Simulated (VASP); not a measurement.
# A VASP study of FeNi3 (Awaruite) (PBE + D3(BJ)): structure first, properties next, part 4 of 6

Wanted: the relaxed cell of FeNi3 (Awaruite) and its properties. The start is a cell from a database of measured crystal structures.

VASP 6.6.1, plane waves and PAW; the level of theory is named at each step.

Still holding for the runs below: The magnetic order is the lowest of the few collinear ones that converged above; longer or canted patterns were not tried. The k-mesh is coarse for a metal.

So far, largest spin moment in the PAW sphere (μB): step 2 (magnetic order: ferromagnetic) 2.92; step 4 (magnetic order: antiferromagnetic, q = (0, 0, 1/2)) 2.96; step 5 (magnetic order: antiferromagnetic, q = (1/2, 1/2, 1/2)) 2.99; step 6 (magnetic order: antiferromagnetic, q = (1/2, 1/2, 0)) 2.93; step 8 (relaxing cell and atoms (PBE + D3(BJ))) 2.89. The relaxed cell has a = 3.504 Å (conventional setting).

### Step 9. Second relaxation

Level of this step: PBE with D3(BJ), spin-polarised from a ferromagnetic start; plane waves and PAW (Fe, Ni) (VASP).

The basis stayed that of the start cell while the cell moved. A rerun from the cell reached resets it; the error of the finite cutoff stays.

The input, INCAR:

```
SYSTEM = FeNi3
PREC = Accurate
ENCUT = 400
EDIFF = 1E-06
NELM = 100
ISMEAR = 1
SIGMA = 0.2
LREAL = .FALSE.
ALGO = Normal
GGA = PE
IVDW = 12
NBANDS = 30
ISPIN = 2
MAGMOM = 2.92 0.67 0.67 0.67
LASPH = .TRUE.
LMAXMIX = 4
LORBIT = 11
LWAVE = .FALSE.
LCHARG = .FALSE.
KPAR = 8
IBRION = 2
NSW = 60
ISIF = 3
EDIFFG = -0.01
```

The input, POSCAR:

```
FeNi3
1.0
    3.5036226686      0.0000000000      0.0000000000
    0.0000000000      3.5036226686      0.0000000000
    0.0000000000      0.0000000000      3.5036226686
Fe Ni
1 3
Direct
    0.0000000000      0.0000000000      0.0000000000
    0.0000000000      0.5000000000      0.5000000000
    0.5000000000      0.0000000000      0.5000000000
    0.5000000000      0.5000000000      0.0000000000
```

The input, KPOINTS:

```
Automatic mesh
0
Gamma
6 6 6
0 0 0
```

Potentials, in the order of the species: Fe and Ni (PBE family, release 64).

On the command line:

```sh
> mpirun -np 8 vasp_std
```

Output:

```text
[... set-up lines as in an earlier step ...]
 entering main loop
       N       E                     dE             d eps       ncg     rms          rms(c)
DAV:   1     0.220484125275E+03    0.22048E+03   -0.14095E+04  2512   0.148E+03
DAV:   2    -0.156541551438E+02   -0.23614E+03   -0.22208E+03  2406   0.300E+02
DAV:   3    -0.289476513800E+02   -0.13293E+02   -0.12798E+02  2628   0.960E+01
DAV:   4    -0.291171606390E+02   -0.16951E+00   -0.16938E+00  2790   0.116E+01
DAV:   5    -0.291225282810E+02   -0.53676E-02   -0.53673E-02  3362   0.163E+00    0.214E+01
DAV:   6    -0.261250362585E+02    0.29975E+01   -0.25183E+01  2586   0.813E+01    0.181E+01
DAV:   7    -0.289112987456E+02   -0.27863E+01   -0.16059E+01  2706   0.926E+01    0.260E+01
DAV:   8    -0.249101385309E+02    0.40012E+01   -0.12090E+01  3164   0.455E+01    0.552E+00
DAV:   9    -0.250075342473E+02   -0.97396E-01   -0.42881E-01  3000   0.672E+00    0.306E+00
DAV:  10    -0.249793929797E+02    0.28141E-01   -0.61137E-02  3088   0.636E+00    0.155E+00
DAV:  11    -0.249772969118E+02    0.20961E-02   -0.19509E-02  3410   0.170E+00    0.888E-01
DAV:  12    -0.249800091417E+02   -0.27122E-02   -0.38508E-03  3370   0.127E+00    0.250E-01
DAV:  13    -0.249802017760E+02   -0.19263E-03   -0.78043E-04  3404   0.460E-01    0.462E-02
DAV:  14    -0.249802162417E+02   -0.14466E-04   -0.12647E-04  3438   0.129E-01    0.573E-02
DAV:  15    -0.249802219417E+02   -0.57001E-05   -0.21763E-05  2718   0.113E-01    0.159E-02
DAV:  16    -0.249802211841E+02    0.75767E-06   -0.36758E-06  2352   0.183E-02
   1 F= -.26758077E+02 E0= -.26761255E+02  d E =-.267581E+02  mag=     4.8763
 curvature:   0.00 expect dE= 0.000E+00 dE for cont linesearch  0.000E+00
 trial: gam= 0.00000 g(F)=  0.000E+00 g(S)=  0.234E-06 ort = 0.000E+00 (trialstep = 0.100E+01)
 search vector abs. value=  0.234E-06
 reached required accuracy - stopping structural energy minimisation
```

It took 6.4 s on 8 MPI ranks of AMD EPYC 9R45, shared host; peak memory 1.3 GiB.

From OUTCAR (step 9):

```text
   ENCUT  =  400.0 eV  29.40 Ry    5.42 a.u.   5.71  5.71  5.71*2*pi/ulx,y,z

   NELECT =      38.0000    total number of electrons

 E-fermi :   9.0265

 spin component 1
 k-point     1 :       0.0000    0.0000    0.0000
  band No.  band energies     occupation
    ...
     17       8.3422      1.00001
     18       8.3422      1.00001
     19       8.3796      1.00002
     20       8.3796      1.00002
     21       8.3796      1.00002
     22      11.3155     -0.00000
     23      11.3155     -0.00000
     24      11.3155     -0.00000
     25      18.1909      0.00000
     26      18.1909      0.00000
    ...

 k-point     2 :       0.1667    0.0000    0.0000
  band No.  band energies     occupation
    ...
     17       8.1380      1.00000
     18       8.1757      1.00000
     19       8.1757      1.00000
     20       8.3423      1.00001
     21       8.3798      1.00002
     22       9.7634     -0.00000
     23      12.3300     -0.00000
     24      12.3300     -0.00000
     25      18.2758      0.00000
     26      18.5152      0.00000
    ...

 Edisp (eV)   -1.77786

  Total      -0.00254    -0.00254    -0.00254    -0.00000    -0.00000     0.00000
  in kB      -0.09477    -0.09477    -0.09477    -0.00000    -0.00000     0.00000
  external pressure =       -0.09 kB  Pullay stress =        0.00 kB

 POSITION                                       TOTAL-FORCE (eV/Angst)
 -----------------------------------------------------------------------------------
      0.00000      0.00000      0.00000         0.000000      0.000000      0.000000
      0.00000      1.75181      1.75181         0.000000      0.000000      0.000000
      1.75181      0.00000      1.75181         0.000000      0.000000      0.000000
      1.75181      1.75181      0.00000         0.000000      0.000000      0.000000
 -----------------------------------------------------------------------------------
    total drift:                                0.000000     -0.000000     -0.000000

  FREE ENERGIE OF THE ION-ELECTRON SYSTEM (eV)
  ---------------------------------------------------
  free  energy   TOTEN  =       -26.7580774385 eV

  energy  without entropy=      -26.7676107361  energy(sigma->0) =      -26.76125520

[... 6 parts as in an earlier step ...]

[... 17 further parts left out ...]
```

Little changed from the start: no atom moved by 0.005 Å and no cell edge by 0.1 %.

Numbers from this step:

```
energy at zero smearing                           : -26.76 eV
Fermi energy                                      : 9.027 eV
pressure                                          : -0.009477 GPa
moment of the cell, from the last line of the log : 4.876 μB
SCF cycles over all ionic steps                   : 16
```

It ends with forces that vanish by symmetry and a pressure of -0.01 GPa. The volume moved by under 0.01 %: the run met its threshold at the first step.

### Step 10. Single point with fields (PBE + D3(BJ))

The relaxed cell gets a fresh self-consistent run, on a basis set for its own volume, to fix the density and to check the remaining stress.

Edit INCAR of step 9 so:

```diff
@@ -18,7 +18,5 @@
 LWAVE = .FALSE.
-LCHARG = .FALSE.
-KPAR = 8
-IBRION = 2
-NSW = 60
-ISIF = 3
-EDIFFG = -0.01
+LCHARG = .TRUE.
+ISIF = 2
+LELF = .TRUE.
+LVHAR = .TRUE.
```

POSCAR is that of step 9.

KPOINTS is that of step 9.

On the command line:

```sh
> mpirun -np 8 vasp_std
```

Output:

```text
[banner, memory and clock lines left out]
running    8 mpi-ranks, on    1 nodes
 distrk:  each k-point on    8 cores,    1 groups
 distr:  one band on    1 cores,    8 groups

 POSCAR found type information on POSCAR FeNi
 POSCAR found :  2 types and       4 ions
 [... a notice as in an earlier step ...]

 LDA part: xc-table for (Slater+PW92), standard interpolation
|                                                                             |
|           W    W    AA    RRRRR   N    N  II  N    N   GGGG   !!!           |
|           W    W   A  A   R    R  NN   N  II  NN   N  G    G  !!!           |
|           W    W  A    A  R    R  N N  N  II  N N  N  G       !!!           |
|           W WW W  AAAAAA  RRRRR   N  N N  II  N  N N  G  GGG   !            |
|           WW  WW  A    A  R   R   N   NN  II  N   NN  G    G                |
|           W    W  A    A  R    R  N    N  II  N    N   GGGG   !!!           |
|                                                                             |
|     The number of bands has been changed from the values supplied in        |
|     The orbitals not found in the WAVECAR file will be initialized with     |
|     random numbers, which is usually adequate. For correlated               |
|     calculations, however, you should redo the groundstate calculation.     |
|     I found NBANDS = 30. Now, NBANDS = 32.                                  |
|                                                                             |

 POSCAR, INCAR and KPOINTS ok, starting setup
 FFT: planning ... GRIDC
 FFT: planning ... GRID_SOFT
 FFT: planning ... GRID
 WAVECAR not read
 entering main loop
       N       E                     dE             d eps       ncg     rms          rms(c)
DAV:   1     0.214821454509E+03    0.21482E+03   -0.13816E+04  2712   0.138E+03
DAV:   2    -0.149344174554E+02   -0.22976E+03   -0.21494E+03  2576   0.282E+02
DAV:   3    -0.289282812209E+02   -0.13994E+02   -0.13432E+02  2856   0.913E+01
DAV:   4    -0.291166673066E+02   -0.18839E+00   -0.18825E+00  2976   0.114E+01
DAV:   5    -0.291225290117E+02   -0.58617E-02   -0.58614E-02  3680   0.159E+00    0.214E+01
DAV:   6    -0.261303155758E+02    0.29922E+01   -0.22156E+01  2888   0.762E+01    0.181E+01
DAV:   7    -0.289315665726E+02   -0.28013E+01   -0.15516E+01  2968   0.867E+01    0.260E+01
DAV:   8    -0.249147518392E+02    0.40168E+01   -0.11753E+01  3536   0.425E+01    0.554E+00
DAV:   9    -0.250072435723E+02   -0.92492E-01   -0.37831E-01  3296   0.596E+00    0.306E+00
DAV:  10    -0.249796851963E+02    0.27558E-01   -0.55341E-02  3224   0.595E+00    0.155E+00
DAV:  11    -0.249771851985E+02    0.25000E-02   -0.17286E-02  3568   0.162E+00    0.888E-01
DAV:  12    -0.249800323269E+02   -0.28471E-02   -0.38377E-03  3624   0.122E+00    0.242E-01
DAV:  13    -0.249802022743E+02   -0.16995E-03   -0.68917E-04  3592   0.431E-01    0.468E-02
DAV:  14    -0.249802154558E+02   -0.13181E-04   -0.12524E-04  3600   0.122E-01    0.571E-02
DAV:  15    -0.249802218600E+02   -0.64043E-05   -0.20608E-05  2904   0.103E-01    0.172E-02
DAV:  16    -0.249802211078E+02    0.75218E-06   -0.32633E-06  2544   0.173E-02
   1 F= -.26758077E+02 E0= -.26761255E+02  d E =0.953357E-02  mag=     4.8763
```

It took 7.4 s on 8 MPI ranks; peak memory 0.8 GiB.

OUTCAR, selected parts (step 10):

```text
   k-points           NKPTS =     20   k-points in BZ     NKDIM =     20   number of bands    NBANDS=     32

   NELECT =      38.0000    total number of electrons

 E-fermi :   9.0264

 k-point     4 :       0.5000    0.0000    0.0000
  band No.  band energies     occupation
    ...
     18       7.4255      1.00000
     19       7.6030      1.00000
     20       7.9385      1.00000
     21       8.3427      1.00001
     22       8.3805      1.00002
     23      16.7270      0.00000
     24      16.7270      0.00000
     25      16.7531      0.00000
     26      16.7531      0.00000
     27      18.9084      0.00000
    ...

 k-point     6 :       0.3333    0.1667    0.0000
  band No.  band energies     occupation
    ...
     18       7.7094      1.00000
     19       7.8919      1.00000
     20       8.1485      1.00000
     21       8.1958      1.00000
     22       8.8211      1.02767
     23      12.4162     -0.00000
     24      14.9439      0.00000
     25      16.4496      0.00000
     26      19.0902      0.00000
     27      19.8506      0.00000
    ...

 Edisp (eV)   -1.77786

  Total      -0.00062    -0.00062    -0.00062     0.00000    -0.00000     0.00000
  in kB      -0.02292    -0.02292    -0.02292     0.00000    -0.00000     0.00000
  external pressure =       -0.02 kB  Pullay stress =        0.00 kB

  FREE ENERGIE OF THE ION-ELECTRON SYSTEM (eV)
  ---------------------------------------------------
  free  energy   TOTEN  =       -26.7580773623 eV

  energy  without entropy=      -26.7676109339  energy(sigma->0) =      -26.76125522

[... 15 parts as in an earlier step ...]

[... 8 further parts left out ...]
```

With spin, VASP writes an ELF for each channel.

Numbers from this step:

```yaml
scf_cycles: 16
bands: 32
fermi_energy: 9.026 eV
pressure: -0.002292 GPa
```

Valence electrons inside each PAW sphere by angular momentum. Sphere charges, by row:

```
atom  s (e)  p (e)  d (e)  tot (e)
 Fe1  0.489  0.532  6.137    7.158
 Ni2   0.52  0.543  8.333    9.397
 Ni3   0.52  0.543  8.333    9.397
 Ni4   0.52  0.543  8.333    9.397
```

Spin density in the ac plane at fractional y = 0.000, with atoms of Fe and Ni within 0.2 Å of it.

Ten even steps from '0' (0.0 e/Å³) to '9' (4.3 e/Å³), each cell a mean:
```
86200000000136
43100000000013
11000000000001
00000000000000
00000000000000
00000012100000
00000123200000
00000022100000
00000001000000
00000000000000
10000000000000
32100000000012
75200000000136
97310000000148
```
Columns run along a (3.5 Å), rows up along c (3.5 Å). Atoms in or near the plane, at fractional coordinates: Fe at (0.00, 0.00), Ni at (0.50, 0.50).

Valence density in the ac plane at fractional y = 0.000, with atoms of Fe and Ni within 0.2 Å of it. It is the smooth field of the valence electrons, not physical close to the nuclei.

Values in e/Å³, 14 rows by 14 columns, each cell a mean:
```
 6  5  2  1  0  0  0  0  0  0  0  1  3  5
 3  3  1  0  0  0  0  0  0  0  0  1  1  3
 1  1  1  0  0  0  0  0  0  0  0  0  1  1
 0  0  0  0  0  1  1  1  1  1  0  0  0  0
 0  0  0  0  1  2  3  4  3  1  1  0  0  0
 0  0  0  0  1  4  8  9  7  3  1  0  0  0
 0  0  0  0  2  5 10 13  9  4  1  0  0  0
 0  0  0  0  1  4  8 10  8  3  1  0  0  0
 0  0  0  0  1  2  4  5  4  2  1  0  0  0
 0  0  0  0  0  1  1  2  1  1  0  0  0  0
 1  1  0  0  0  0  0  0  0  0  0  0  0  1
 3  2  1  0  0  0  0  0  0  0  0  1  1  2
 6  4  2  1  0  0  0  0  0  0  0  1  3  5
 8  6  3  1  0  0  0  0  0  0  0  1  3  6
```
Columns run along a (3.5 Å), rows up along c (3.5 Å). Atoms in or near the plane, at fractional coordinates: Fe at (0.00, 0.00), Ni at (0.50, 0.50).

Electrostatic potential energy in the ac plane at fractional y = 0.000, with atoms of Fe and Ni within 0.2 Å of it. With pseudopotentials it is smooth inside the atoms' cores, unlike the true potential.

Ten even steps from '_' (-76 eV) to '@' (2 eV), each cell a mean:
```
++****%%@@@@@@@@@@@@%%##****
****##%%@@@@@@@@@@@@@@%%##**
####%%@@@@@@@@@@@@@@@@%%%%##
%%%%@@@@@@%%####%%%%@@@@@@%%
@@@@@@@@%%**==--==##%%@@@@@@
@@@@@@@@##--____..==%%@@@@@@
@@@@@@@@**::______--##@@@@@@
@@@@@@@@##--______==##@@@@@@
@@@@@@@@%%**--::--**%%@@@@@@
@@@@@@@@@@%%##**##%%@@@@@@@@
##%%%%@@@@@@@@@@@@@@@@@@%%%%
**####%%@@@@@@@@@@@@@@%%##**
++**##%%@@@@@@@@@@@@%%##****
++++**##@@@@@@@@@@@@%%##**++
```
Columns run along a (3.5 Å; values clipped at the 3rd and 97th percentile), rows up along c (3.5 Å). Atoms in or near the plane, at fractional coordinates: Fe at (0.00, 0.00), Ni at (0.50, 0.50).

In this run the pressure is 0.00 GPa, small enough to go on.

(Part 4 of 6 ends here.)

[Lines on the potential files, build, host, timing and source positions are cut from VASP's logs without a mark.]

[Logs are printed without paths, hosts, clocks, repeated set-up lines and the standing remarks that a program may print on its own settings, such as how far it seeks lower states.]

[Hosts, paths, dates, database ids (printed as entryN), source tags and the programs' standing remarks are cut or masked in the printed files.]

[A measured line is paired with the nearest computed mode of its activity, which favours agreement.]
